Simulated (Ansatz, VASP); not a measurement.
## LiF (Griceite): VASP beside Ansatz

Wanted: the spread between two codes on one cell, functional and k mesh. The cell is taken from a series of runs on this material, whose earlier steps may have relaxed, scaled, displaced or heated it; both programs get it as it stands.

Method: plane waves, with VASP 6.6.1 beside it; zone-centre phonons at LDA, in Ansatz 0.2.0.

## Step 1: The starting structure

It takes space group Fm-3m (No. 225, cubic). The conventional cell has a = 3.905 Å, b = 3.905 Å, c = 3.905 Å, α = 90.00°, β = 90.00°, γ = 90.00°. Nearest to Li lie 6 F at 1.95 Å. Nearest to F lie 6 Li at 1.95 Å. Farther neighbours and most contacts between anions are not listed.

## Step 2: VASP: zone-centre phonons, LDA

Second derivatives magnify differences that forces hide, and they need a tight electronic threshold.

Lines of VASP's logs that name or quote its potential files are left out, and so is its time.

File INCAR:

```
SYSTEM = LiF
PREC = Accurate
ENCUT = 750
EDIFF = 1E-08
NELM = 120
ISMEAR = 0
SIGMA = 0.01
LREAL = .FALSE.
ALGO = Normal
GGA = PW92
NBANDS = 11
LORBIT = 11
LWAVE = .FALSE.
LCHARG = .FALSE.
ISIF = 2
IBRION = 8
LEPSILON = .TRUE.
LASPH = .TRUE.
GGA_COMPAT = .FALSE.
EFERMI = MIDGAP
```

File POSCAR:

```
LiF
1.0
    0.0000000000      1.9526049278      1.9526049278
    1.9526049278      0.0000000000      1.9526049278
    1.9526049278      1.9526049278      0.0000000000
Li F
1 1
Direct
    0.0000000000      0.0000000000      0.0000000000
    0.5000000000      0.5000000000      0.5000000000
```

File KPOINTS:

```
Automatic mesh
0
Gamma
12 12 12
0 0 0
```

PAW data sets: Li_sv and F (LDA family, release 64).

Launch:

```bash
mpirun -np 1 vasp_std
```

What it wrote:

```text
[banner, memory and clock lines left out]
running    1 mpi-ranks, on    1 nodes
 distrk:  each k-point on    1 cores,    1 groups
 distr:  one band on    1 cores,    1 groups

 POSCAR found type information on POSCAR LiF
 POSCAR found :  2 types and       2 ions
|                                                                             |
|               ----> ADVICE to this user running VASP <----                  |
|                                                                             |
|     You enforced a specific xc type in the INCAR file but a different       |
|     [... a line on the potential file left out ...]
|     I HOPE YOU KNOW WHAT YOU ARE DOING!                                     |
|                                                                             |

 LDA part: xc-table for (Slater(with rela. corr.)+PW92), standard interpolation
 POSCAR, INCAR and KPOINTS ok, starting setup
 FFT: planning ... GRIDC
 FFT: planning ... GRID_SOFT
 FFT: planning ... GRID
 WAVECAR not read
 entering main loop
       N       E                     dE             d eps       ncg     rms          rms(c)
DAV:   1     0.427292754241E+02    0.42729E+02   -0.69478E+03  1592   0.122E+03
DAV:   2    -0.941802828586E+01   -0.52147E+02   -0.50566E+02  1866   0.232E+02
DAV:   3    -0.109854028413E+02   -0.15674E+01   -0.15623E+01  2022   0.359E+01
DAV:   4    -0.110016992772E+02   -0.16296E-01   -0.16294E-01  1872   0.410E+00
DAV:   5    -0.110018671228E+02   -0.16785E-03   -0.16784E-03  2071   0.318E-01    0.424E+00
DAV:   6    -0.105242629911E+02    0.47760E+00   -0.22296E+00  1836   0.100E+01    0.131E+00
DAV:   7    -0.105134138370E+02    0.10849E-01   -0.17029E-02  2187   0.123E+00    0.790E-01
DAV:   8    -0.105081228063E+02    0.52910E-02   -0.88903E-03  2262   0.110E+00    0.960E-02
DAV:   9    -0.105080960046E+02    0.26802E-04   -0.68599E-04  1826   0.264E-01    0.373E-02
DAV:  10    -0.105081092887E+02   -0.13284E-04   -0.30041E-05  1871   0.458E-02    0.634E-03
DAV:  11    -0.105081089234E+02    0.36530E-06   -0.12541E-06  2128   0.134E-02    0.114E-03
DAV:  12    -0.105081089244E+02   -0.99624E-09   -0.26704E-07  2358   0.393E-03    0.758E-04
DAV:  13    -0.105081089134E+02    0.11035E-07   -0.20283E-08  1691   0.133E-03    0.198E-04
DAV:  14    -0.105081089127E+02    0.71418E-09   -0.20699E-09  1152   0.500E-04
   1 F= -.10508109E+02 E0= -.10508109E+02  d E =0.000000E+00
 Linear response reoptimize wavefunctions to high precision
DAV:   1    -0.105081089127E+02   -0.38426E-10   -0.87449E-10  1672   0.254E-04
 Linear response G [H, r] |phi>, progress :
  Direction:   1
       N       E                     dE             d eps       ncg     rms
RMM:   1    -0.325261502217E+02   -0.32526E+02    0.28831E+02  2201   0.187E+02
RMM:   2    -0.337683787730E+02   -0.12422E+01   -0.10631E+01  3296   0.256E+01
RMM:   3    -0.339498378892E+02   -0.18146E+00   -0.63582E-01  3580   0.545E+00
RMM:   4    -0.339877778250E+02   -0.37940E-01   -0.84069E-02  3591   0.193E+00
RMM:   5    -0.339937018538E+02   -0.59240E-02   -0.11126E-02  3622   0.710E-01
RMM:   6    -0.339946151491E+02   -0.91330E-03   -0.15672E-03  3539   0.269E-01
RMM:   7    -0.339947716542E+02   -0.15651E-03   -0.14681E-04  3579   0.105E-01
RMM:   8    -0.339948019978E+02   -0.30344E-04    0.77803E-05  3582   0.436E-02
RMM:   9    -0.339948080008E+02   -0.60030E-05    0.11926E-04  3551   0.195E-02
RMM:  10    -0.339948095302E+02   -0.15295E-05    0.56004E-05  3549   0.999E-03
RMM:  11    -0.339948098370E+02   -0.30680E-06    0.15495E-04  3565   0.619E-03
RMM:  12    -0.339948085108E+02    0.13262E-05    0.13668E-03  3512   0.460E-03
RMM:  13    -0.339948060753E+02    0.24355E-05    0.45680E-03  3345   0.394E-03
RMM:  14    -0.339948110903E+02   -0.50150E-05   -0.65943E-04  3117   0.359E-03
RMM:  15    -0.339948102621E+02    0.82826E-06   -0.54741E-04  2912   0.345E-03
RMM:  16    -0.339948104475E+02   -0.18539E-06   -0.71471E-04  2810   0.339E-03
RMM:  17    -0.339948105313E+02   -0.83893E-07   -0.14345E-04  2701   0.336E-03
 Linear response G [H, r] |phi>, progress :
  Direction:   2
       N       E                     dE             d eps       ncg     rms
RMM:   1    -0.356714368084E+02   -0.35671E+02    0.66947E+01  2238   0.143E+02
RMM:   2    -0.362206204474E+02   -0.54918E+00   -0.74269E+00  3202   0.230E+01
RMM:   3    -0.363323237690E+02   -0.11170E+00   -0.41419E-01  3563   0.488E+00
RMM:   4    -0.363606091239E+02   -0.28285E-01   -0.63688E-02  3593   0.176E+00
RMM:   5    -0.363660225920E+02   -0.54135E-02   -0.11045E-02  3638   0.682E-01
RMM:   6    -0.363669836703E+02   -0.96108E-03   -0.21450E-03  3554   0.276E-01
RMM:   7    -0.363671712875E+02   -0.18762E-03   -0.58512E-04  3597   0.114E-01
RMM:   8    -0.363672064716E+02   -0.35184E-04   -0.27850E-04  3610   0.490E-02
[...]
RMM:   8    -0.572978992487E-01   -0.11464E-06   -0.29379E-07  3325   0.186E-03
RMM:   9    -0.572979140898E-01   -0.14841E-07   -0.32224E-07  3224   0.815E-04
RMM:  10    -0.572979181796E-01   -0.40898E-08   -0.11402E-06  3100   0.382E-04
RMM:  11    -0.572979186083E-01   -0.42865E-09   -0.14148E-06  2869   0.210E-04
RMM:  12    -0.572979186543E-01   -0.46077E-10   -0.96537E-07  2479   0.138E-04
RMM:  13    -0.572979178725E-01    0.78180E-09   -0.44458E-07  2203   0.111E-04
[...]
RMM:  10    -0.488347389526E-01   -0.81412E-07   -0.37213E-07  7212   0.746E-04    0.731E-06
 change of polarisation eV/A/(eV/A) component  1 :     0.091     0.015     0.006
 dielectric tensor                  component  1 :     2.111     0.187     0.069
 Linear response to external field, progress :
  Direction:   2
       N       E                     dE             d eps       ncg     rms          rms(c)
RMM:   1    -0.456200446508E-01   -0.45620E-01   -0.10605E-01  7886   0.180E+00
RMM:   2    -0.470133816116E-01   -0.13933E-02   -0.43544E-03  7268   0.478E-01    0.344E-01
RMM:   3    -0.466378364329E-01    0.37555E-03   -0.13831E-03  7047   0.277E-01    0.201E-01
RMM:   4    -0.485525882076E-01   -0.19148E-02   -0.93479E-04  7004   0.272E-01    0.162E-02
RMM:   5    -0.488230019683E-01   -0.27041E-03   -0.11782E-04  7715   0.743E-02    0.511E-03
RMM:   6    -0.488320155581E-01   -0.90136E-05   -0.28085E-05  7729   0.268E-02    0.989E-04
RMM:   7    -0.488342989474E-01   -0.22834E-05   -0.44402E-06  7937   0.105E-02    0.210E-04
RMM:   8    -0.488363107852E-01   -0.20118E-05   -0.88925E-07  7924   0.421E-03    0.137E-04
RMM:   9    -0.488346787272E-01    0.16321E-05   -0.76647E-08  7838   0.178E-03    0.311E-05
RMM:  10    -0.488347872176E-01   -0.10849E-06   -0.11354E-06  7244   0.749E-04    0.757E-06
 change of polarisation eV/A/(eV/A) component  2 :     0.011     0.091    -0.002
 dielectric tensor                  component  2 :     0.130     2.111    -0.020
 Linear response to external field, progress :
  Direction:   3
       N       E                     dE             d eps       ncg     rms          rms(c)
RMM:   1    -0.456200406140E-01   -0.45620E-01   -0.10605E-01  7885   0.180E+00
RMM:   2    -0.470133416847E-01   -0.13933E-02   -0.43538E-03  7263   0.478E-01    0.344E-01
RMM:   3    -0.466378841607E-01    0.37546E-03   -0.13832E-03  7051   0.277E-01    0.201E-01
RMM:   4    -0.485526498675E-01   -0.19148E-02   -0.93484E-04  6998   0.272E-01    0.162E-02
RMM:   5    -0.488229777600E-01   -0.27033E-03   -0.11784E-04  7717   0.743E-02    0.511E-03
RMM:   6    -0.488320185965E-01   -0.90408E-05   -0.28068E-05  7733   0.268E-02    0.989E-04
RMM:   7    -0.488342975666E-01   -0.22790E-05   -0.44363E-06  7945   0.105E-02    0.210E-04
RMM:   8    -0.488363085710E-01   -0.20110E-05   -0.88474E-07  7949   0.421E-03    0.137E-04
RMM:   9    -0.488346567659E-01    0.16518E-05    0.27884E-07  7829   0.178E-03    0.319E-05
RMM:  10    -0.488347853262E-01   -0.12856E-06   -0.11968E-06  7237   0.749E-04    0.763E-06
 change of polarisation eV/A/(eV/A) component  3 :     0.000     0.008     0.091
 dielectric tensor                  component  3 :     0.002     0.092     2.111
 Linear response DOF=           2
 Linear response progress:
  Degree of freedom:   1/  2
       N       E                     dE             d eps       ncg     rms          rms(c)
RMM:   1    -0.169498366275E+00   -0.16950E+00    0.18533E+00  4648   0.158E+01
RMM:   2    -0.174889109930E+00   -0.53907E-02   -0.16282E-02  6179   0.107E+00    0.580E-02
RMM:   3    -0.174895476378E+00   -0.63664E-05   -0.97412E-04  7457   0.227E-01    0.323E-02
RMM:   4    -0.174857590874E+00    0.37886E-04   -0.26403E-04  7548   0.929E-02    0.352E-03
RMM:   5    -0.174882731491E+00   -0.25141E-04   -0.89315E-05  7781   0.425E-02    0.963E-04
RMM:   6    -0.174896588203E+00   -0.13857E-04   -0.33177E-05  7817   0.210E-02    0.613E-04
RMM:   7    -0.174911004712E+00   -0.14417E-04   -0.75899E-06  7697   0.112E-02    0.191E-04
RMM:   8    -0.174914433958E+00   -0.34292E-05   -0.61933E-05  7971   0.673E-03    0.497E-05
RMM:   9    -0.174915609827E+00   -0.11759E-05   -0.34193E-05  8135   0.452E-03    0.352E-05
RMM:  10    -0.174916719492E+00   -0.11097E-05   -0.22519E-05  8041   0.328E-03    0.182E-05
RMM:  11    -0.174917069859E+00   -0.35037E-06   -0.14850E-05  8254   0.251E-03    0.208E-05
RMM:  12    -0.174918050287E+00   -0.98043E-06   -0.10805E-05  7553   0.200E-03    0.538E-06
RMM:  13    -0.174917739499E+00    0.31079E-06   -0.81795E-06  7964   0.161E-03    0.184E-05
RMM:  14    -0.174917708474E+00    0.31026E-07   -0.62043E-06  8479   0.130E-03    0.289E-05
RMM:  15    -0.174918006448E+00   -0.29797E-06   -0.46961E-06  7506   0.107E-03    0.223E-05
RMM:  16    -0.174918151165E+00   -0.14472E-06   -0.33518E-06  7913   0.888E-04    0.201E-05
RMM:  17    -0.174918177834E+00   -0.26669E-07   -0.24595E-06  8018   0.754E-04    0.223E-05
RMM:  18    -0.174918144573E+00    0.33262E-07   -0.17372E-06  7269   0.653E-04    0.259E-05
RMM:  19    -0.174918173955E+00   -0.29382E-07   -0.13137E-06  7070   0.576E-04    0.265E-05
RMM:  20    -0.174918232315E+00   -0.58360E-07   -0.93104E-07  7352   0.517E-04    0.256E-05
 first order change of Fermi-energy   0.15560E-03
 force on displaced ion       1 direction 1 :  -2.240   0.000   0.000
 Born effective charge ion    1 direction 1 :   1.038   0.000   0.000
 Linear response progress:
  Degree of freedom:   2/  2
       N       E                     dE             d eps       ncg     rms          rms(c)
RMM:   1    -0.513764318201E+00   -0.51376E+00    0.50314E-01  6785   0.479E+00
RMM:   2    -0.507314097065E+00    0.64502E-02   -0.67518E-03  6478   0.734E-01    0.922E-02
RMM:   3    -0.508905508751E+00   -0.15914E-02   -0.80279E-04  6965   0.210E-01    0.499E-02
RMM:   4    -0.510887783477E+00   -0.19823E-02   -0.25908E-04  6710   0.122E-01    0.102E-02
RMM:   5    -0.511076911362E+00   -0.18913E-03   -0.25240E-05  7565   0.366E-02    0.269E-03
RMM:   6    -0.510974171540E+00    0.10274E-03   -0.37763E-06  7212   0.135E-02    0.719E-04
RMM:   7    -0.510967088722E+00    0.70828E-05   -0.60269E-07  7750   0.496E-03    0.104E-04
RMM:   8    -0.510965707719E+00    0.13810E-05   -0.18511E-07  7881   0.207E-03    0.441E-05
RMM:   9    -0.510964594048E+00    0.11137E-05   -0.12280E-07  7906   0.101E-03    0.135E-05
RMM:  10    -0.510964090775E+00    0.50327E-06   -0.12914E-07  7984   0.606E-04    0.223E-06
RMM:  11    -0.510964191442E+00   -0.10067E-06   -0.31768E-08  8154   0.449E-04    0.250E-06
RMM:  12    -0.510964151103E+00    0.40339E-07    0.82028E-08  8151   0.387E-04    0.124E-06
RMM:  13    -0.510964148918E+00    0.21856E-08   -0.82142E-08  7704   0.361E-04    0.128E-06
 first order change of Fermi-energy   0.15861E-02
 force on displaced ion       2 direction 1 :  -2.228   0.000   0.000
 Born effective charge ion    2 direction 1 :  -1.038   0.000   0.000
 Born effective charges drift removed
 Linear response finished
```

OUTCAR, selected parts (step 2):

```text
ion  position               nearest neighbor table
   1  0.000  0.000  0.000-   2 1.95   2 1.95   2 1.95   2 1.95   2 1.95   2 1.95
   2  0.500  0.500  0.500-   1 1.95   1 1.95   1 1.95   1 1.95   1 1.95   1 1.95

  LATTYP: Found a face centered cubic cell.
 ALAT       =     3.9052098556

 Subroutine GETGRP returns: Found 48 space group operations
 (whereof 48 operations were pure point group operations)

The static configuration has the point symmetry O_h .

 Found     72 irreducible k-points:

   k-points           NKPTS =     72   k-points in BZ     NKDIM =     72   number of bands    NBANDS=     11

   dimension x,y,z NGX =    28 NGY =   28 NGZ =   28
   dimension x,y,z NGXF=    56 NGYF=   56 NGZF=   56

   ENCUT  =  750.0 eV  55.12 Ry    7.42 a.u.   6.17  6.17  6.17*2*pi/ulx,y,z

   NELECT =      10.0000    total number of electrons

 k-points in reciprocal lattice and weights: Automatic mesh
   0.00000000  0.00000000  0.00000000       0.001
   0.08333333  0.00000000  0.00000000       0.005
   0.16666667  0.00000000  0.00000000       0.005
   0.25000000  0.00000000  0.00000000       0.005
   0.33333333  0.00000000  0.00000000       0.005
   0.41666667  0.00000000  0.00000000       0.005
   0.50000000  0.00000000  0.00000000       0.002
   0.08333333  0.08333333  0.00000000       0.003
   0.16666667  0.08333333  0.00000000       0.014
[...]
-0.33333333  0.50000000  0.16666667       0.007
  -0.25000000  0.50000000  0.25000000       0.003

 average (electrostatic) potential at core
       1 -62.9691       2 -76.1448

  Total       -0.0328368     -0.0328368     -0.0328368      0.0000000      0.0000000      0.0000000
  in kB       -3.5334451     -3.5334451     -3.5334451      0.0000000      0.0000000      0.0000000
  external PRESSURE =      -3.5334451 kB  Pullay stress =       0.0000000 kB

  energy-cutoff  :      750.00
  volume of cell :       14.89
      direct lattice vectors                 reciprocal lattice vectors
     0.000000000  1.952604928  1.952604928    -0.256068185  0.256068185  0.256068185
     1.952604928  0.000000000  1.952604928     0.256068185 -0.256068185  0.256068185
     1.952604928  1.952604928  0.000000000     0.256068185  0.256068185 -0.256068185

 POSITION                                       TOTAL-FORCE (eV/Angst)
 -----------------------------------------------------------------------------------
      0.00000      0.00000      0.00000        -0.000000     -0.000000      0.000000
      1.95260      1.95260      1.95260         0.000000      0.000000     -0.000000
 -----------------------------------------------------------------------------------
    total drift:                                0.000000      0.000000      0.000000

 MACROSCOPIC STATIC DIELECTRIC TENSOR (including local field effects in DFT)
 ------------------------------------------------------
           2.110768     0.000000    -0.000000
           0.000000     2.110768     0.000000
           0.000000     0.000000     2.110768
 ------------------------------------------------------

 PIEZOELECTRIC TENSOR (including local field effects)  for field in x, y, z        (C/m^2)
          XX          YY          ZZ          XY          YZ          ZX
  --------------------------------------------------------------------------------
  x     0.00000     0.00000     0.00000     0.00000     0.00000     0.00000
  y     0.00000     0.00000     0.00000     0.00000     0.00000     0.00000
  z     0.00000     0.00000     0.00000     0.00000     0.00000     0.00000

 BORN EFFECTIVE CHARGES (including local field effects) (in |e|, cummulative output)
 ---------------------------------------------------------------------------------
 ion    1
    1     1.03791     0.00000     0.00000
    2     0.00000     1.03791    -0.00000
    3     0.00000     0.00000     1.03791
 ion    2
    1    -1.03791    -0.00000     0.00000
    2    -0.00000    -1.03791     0.00000
    3    -0.00000     0.00000    -1.03791

 Eigenvectors and eigenvalues of the dynamical matrix
 ----------------------------------------------------

   1 f  =   10.333373 THz    64.926500 2PiTHz  344.684234 cm-1    42.735379 meV
             X         Y         Z           dx          dy          dz
      0.000000  0.000000  0.000000     0.000000    0.855300    0.000000
      1.952605  1.952605  1.952605     0.000000   -0.518133    0.000000

   2 f  =   10.333373 THz    64.926500 2PiTHz  344.684234 cm-1    42.735379 meV
             X         Y         Z           dx          dy          dz
      0.000000  0.000000  0.000000     0.855300    0.000000    0.000000
      1.952605  1.952605  1.952605    -0.518133    0.000000    0.000000

   3 f  =   10.333373 THz    64.926500 2PiTHz  344.684234 cm-1    42.735379 meV
             X         Y         Z           dx          dy          dz
      0.000000  0.000000  0.000000     0.000000    0.000000    0.855300
      1.952605  1.952605  1.952605     0.000000    0.000000   -0.518133

   4 f/i=    0.012471 THz     0.078359 2PiTHz    0.415994 cm-1     0.051577 meV
             X         Y         Z           dx          dy          dz
      0.000000  0.000000  0.000000    -0.518133    0.000000    0.000000
      1.952605  1.952605  1.952605    -0.855300    0.000000    0.000000

   5 f/i=    0.012471 THz     0.078359 2PiTHz    0.415994 cm-1     0.051577 meV
             X         Y         Z           dx          dy          dz
      0.000000  0.000000  0.000000     0.000000   -0.518133    0.000000
      1.952605  1.952605  1.952605     0.000000   -0.855300    0.000000

   6 f/i=    0.012471 THz     0.078359 2PiTHz    0.415994 cm-1     0.051577 meV
             X         Y         Z           dx          dy          dz
      0.000000  0.000000  0.000000     0.000000    0.000000   -0.518133
      1.952605  1.952605  1.952605     0.000000    0.000000   -0.855300

 MACROSCOPIC STATIC DIELECTRIC TENSOR IONIC CONTRIBUTION
 ------------------------------------------------------
           5.859463     0.000000     0.000000
           0.000000     5.859463    -0.000000
           0.000000    -0.000000     5.859463
 ------------------------------------------------------

 ELASTIC MODULI CONTR FROM IONIC RELAXATION (kBar)
 Direction    XX          YY          ZZ          XY          YZ          ZX
 --------------------------------------------------------------------------------
 XX           0.0000      0.0000      0.0000      0.0000      0.0000      0.0000
 YY           0.0000      0.0000      0.0000      0.0000      0.0000      0.0000
 ZZ           0.0000      0.0000      0.0000      0.0000      0.0000      0.0000
 XY           0.0000      0.0000      0.0000      0.0000      0.0000      0.0000
 YZ           0.0000      0.0000      0.0000      0.0000      0.0000      0.0000
 ZX           0.0000      0.0000      0.0000      0.0000      0.0000      0.0000
 --------------------------------------------------------------------------------

 PIEZOELECTRIC TENSOR IONIC CONTR  for field in x, y, z        (C/m^2)
          XX          YY          ZZ          XY          YZ          ZX
  --------------------------------------------------------------------------------
  x     0.00000     0.00000     0.00000     0.00000     0.00000     0.00000
  y     0.00000     0.00000     0.00000     0.00000     0.00000     0.00000
  z     0.00000     0.00000     0.00000     0.00000     0.00000     0.00000
```

(Continued in part 2 of 2.)

[Lines on the potential files, build, host, timing and source positions are cut from VASP's logs without a mark.]

[Logs are printed without paths, hosts, clocks, repeated set-up lines and the standing remarks that a program may print on its own settings, such as how far it seeks lower states.]

[Hosts, paths, dates, database ids (printed as entryN), source tags and the programs' standing remarks are cut or masked in the printed files.]
